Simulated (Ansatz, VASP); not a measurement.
# WS2 in two plane-wave programs, part 2 of 2

One calculation is typed for both programs; each brings its own data sets. How far apart do they land? Of the first pair: The structure shown is the start of the Ansatz relaxation below; VASP solves that cell, so the two are compared at the walk's first step.

VASP 6.6.1 and Ansatz 0.2.0.

So far. Step 4 (Differences): The forces differ by 11 meV/Å r.m.s., which is 11.8 % of the r.m.s. force of 0.094 eV/Å (both taken over all components). With vacuum in the cell, a pressure given here is an average over mostly empty space and none of the material.

### Step 5. Ansatz: relaxation, PBEsol with D3(BJ)

Level of this step: Ansatz beside VASP: Kohn-Sham DFT, plane waves, PBEsol with D3(BJ) (Ansatz).

This run makes the geometry at which the two programs are then compared.

The structure compared here is the end of the Ansatz relaxation.

input.yaml reads:

```yaml
crystal:
  lattice:
    - [3.1532, 0.0, 0.0]
    - [-1.5766, 2.730751303, 0.0]
    - [0.0, 0.0, 25.303865]
  atoms:
    - { symbol: S, position: [0.333333333, 0.666666667, 0.683842765] }
    - { symbol: W, position: [0.666666667, 0.333333333, 0.621750175] }
    - { symbol: S, position: [0.333333333, 0.666666667, 0.559657586] }
    - { symbol: S, position: [0.666666667, 0.333333333, 0.440342414] }
    - { symbol: W, position: [0.333333333, 0.666666667, 0.378249825] }
    - { symbol: S, position: [0.666666667, 0.333333333, 0.316157235] }
kpoints:
  mp_grid: { grid: [12, 12, 1] }
scf:
  occupations: { method: fermi_dirac, width: 0.02 }
  n_extra_bands: 8
hamiltonian:
  xc: pbesol
  pseudopotentials: { kind: paw }
  dispersion: d3bj
output:
  forces: true
  write_potential: true
  volumetric_format: []
relax:
  f_tol: 0.01
  max_steps: 40
  cell: { fix: [c, alpha, beta] }
```

Started as:

```
ansatz run input.yaml --threads 4 --pin off --max-ram 8192MiB --backend cpu --events-out ev --progress --plain --runs-dir out
```

Numbers of over 12 decimals in the logs are rounded to 6 here.

What it wrote:

```text
[...]
Crystal: 6 atoms, lattice volume = 217.882 Å³
Basis set: ecut = 420 eV, 4213 PW (Γ), exchange–correlation on 48×48×360 points (8 copies of the dense FFT grid, shifted against one another)
Bands: 34, of which v1, the nominal top of the filled ones, is band 26 counted from 1 (25 counted from 0)
Symmetry: 12 space group operations
[...]
k-points: 19 of 144
[...]
cell:  # Å, volume = 213.2133 Å³
    - [3.119238, 0.0, 0]
    - [-1.559619, 2.701339, 0]
    - [0, 0, 25.303865]
  atoms:
    - { symbol: S, position: [0.333333, 0.666667, 0.678728] }
    - { symbol: W, position: [0.666667, 0.333333, 0.616567] }
    - { symbol: S, position: [0.333333, 0.666667, 0.554436] }
    - { symbol: S, position: [0.666667, 0.333333, 0.445564] }
    - { symbol: W, position: [0.333333, 0.666667, 0.383433] }
    - { symbol: S, position: [0.666667, 0.333333, 0.321272] }
[key lines of the parts left out:]
SCF converged after 7 iterations
Free energy (F): -24060.066308 eV
Fermi energy:    3.723050 eV
P = ⅓ Tr σ = -0.0040 GPa (-0.040 kbar)
```

### Step 6. VASP: single point, PBEsol with D3(BJ), relaxed cell, pair 2

The same cell, functional, mesh and smearing now go to VASP, with its own data sets.

INCAR reads:

```
SYSTEM = WS2
PREC = Accurate
ENCUT = 600
EDIFF = 1E-06
NELM = 120
ISMEAR = -1
SIGMA = 0.02
LREAL = .FALSE.
ALGO = Normal
GGA = PS
IVDW = 12
NBANDS = 24
LASPH = .TRUE.
LORBIT = 11
LWAVE = .FALSE.
LCHARG = .FALSE.
ISIF = 2
GGA_COMPAT = .FALSE.
EFERMI = MIDGAP
KPAR = 2
```

POSCAR reads:

```
WS2
1.0
    3.1192375454      0.0000000000      0.0000000000
   -1.5596187727      2.7013389547      0.0000000000
    0.0000000000      0.0000000000     25.3038650000
S W
4 2
Direct
    0.3333333334      0.6666666666      0.6787284515
    0.3333333334      0.6666666666      0.5544360040
    0.6666666667      0.3333333333      0.4455639960
    0.6666666667      0.3333333333      0.3212715485
    0.6666666667      0.3333333333      0.6165668242
    0.3333333334      0.6666666666      0.3834331758
```

KPOINTS reads:

```
Automatic mesh
0
Gamma
12 12 1
0 0 0
```

Potentials, in the order of the species: S and W (PBE family, release 64).

Started as:

```
mpirun -np 2 vasp_std
```

What it wrote:

```text
[banner, memory and clock lines left out]
running    2 mpi-ranks, on    1 nodes
[...]
[... a notice as in an earlier step ...]

 LDA part: xc-table for (Slater+PW92), standard interpolation
 POSCAR, INCAR and KPOINTS ok, starting setup
[...]
entering main loop
       N       E                     dE             d eps       ncg     rms          rms(c)
DAV:   1     0.273313550126E+03    0.27331E+03   -0.15438E+04   912   0.136E+03
DAV:   2    -0.241199107201E+02   -0.29743E+03   -0.28870E+03  1400   0.269E+02
DAV:   3    -0.523975179033E+02   -0.28278E+02   -0.28026E+02  1168   0.872E+01
DAV:   4    -0.531732497603E+02   -0.77573E+00   -0.77327E+00  1320   0.164E+01
[...]
DAV:  24    -0.505980419770E+02   -0.17275E-05   -0.55905E-08   648   0.758E-04    0.446E-04
DAV:  25    -0.505980438527E+02   -0.18756E-05   -0.10333E-07   720   0.762E-04    0.205E-04
DAV:  26    -0.505980440840E+02   -0.23137E-06   -0.13750E-08   560   0.414E-04
   1 F= -.52580073E+02 E0= -.52580073E+02  d E =-.468787E-14
```

OUTCAR, selected parts (step 6):

```text
 Edisp (eV)   -1.98203

  Total      -0.23862    -0.23862    -0.09404     0.00000    -0.00000     0.00000
  in kB      -1.79311    -1.79311    -0.70664     0.00000    -0.00000     0.00000
  external pressure =       -1.43 kB  Pullay stress =        0.00 kB

 POSITION                                       TOTAL-FORCE (eV/Angst)
 -----------------------------------------------------------------------------------
      0.00000      1.80089     17.17445         0.000000     -0.000000     -0.011561
      0.00000      1.80089     14.02937         0.000000      0.000000      0.012459
      1.55962      0.90045     11.27449        -0.000000     -0.000000     -0.012459
      1.55962      0.90045      8.12941        -0.000000      0.000000      0.011561
      1.55962      0.90045     15.60152        -0.000000     -0.000000      0.001541
      0.00000      1.80089      9.70234         0.000000      0.000000     -0.001541
 -----------------------------------------------------------------------------------
    total drift:                               -0.000000      0.000000      0.000000

  FREE ENERGIE OF THE ION-ELECTRON SYSTEM (eV)
  ---------------------------------------------------
  free  energy   TOTEN  =       -52.5800731438 eV

  energy  without entropy=      -52.5800731438  energy(sigma->0) =      -52.58007314

[... 1 part as in an earlier step ...]

[... 2 further parts left out ...]
[key lines of the parts left out:]
E-fermi :   1.0840
```

### Step 7. Comparison

What differs besides the data sets and the points named for the pairs above, as far as they apply: the data sets hold 52 valence electrons in Ansatz (on its default PAW (the set named soft_2) files) and 36 in VASP; the cutoff is 420 eV in Ansatz and 600 eV in VASP; Ansatz's pressure holds a Pulay correction, VASP's none. Total energies have different zeros and are not compared.

The two programs side by side:

```csv
quantity,Ansatz,VASP,difference
pressure (GPa),0.00,-0.14,+0.14
gap on the k mesh (eV),1.185,1.208,-0.022
```

At this near-relaxed geometry the largest component of a force difference is 13 meV/Å. A gap on the mesh is an upper bound, since the band edges may lie between its points; neither run holds spin-orbit coupling, which can move the band edges of a compound of W. With vacuum in the cell, a pressure given here is an average over mostly empty space and none of the material.

### Step 8. What came out

* r.m.s. force difference (single point, PBEsol with D3(BJ), start cell, pair 1): 11 meV/Å
* difference in gap on the k mesh (single point, PBEsol with D3(BJ), relaxed cell, pair 2): -0.022 eV
* r.m.s. force difference (single point, PBEsol with D3(BJ), relaxed cell, pair 2): 6.1 meV/Å

**Reading.** The r.m.s. force difference is 11 meV/Å (single point, PBEsol with D3(BJ), start cell, pair 1), within the 12 meV/Å picked in this series as the mark of a large difference. The data sets hold unlike numbers of valence electrons (52 in Ansatz and 36 in VASP), so part of the differences comes from the potentials. Such differences can come from data sets, numerical settings and the points named under the comparisons, not from the functional's error against experiment.

[Lines on the potential files, build, host, timing and source positions are cut from VASP's logs without a mark.]

[Logs are printed without paths, hosts, clocks, repeated set-up lines and the standing remarks that a program may print on its own settings, such as how far it seeks lower states.]

[Hosts, paths, dates, database ids (printed as entryN), source tags and the programs' standing remarks are cut or masked in the printed files.]
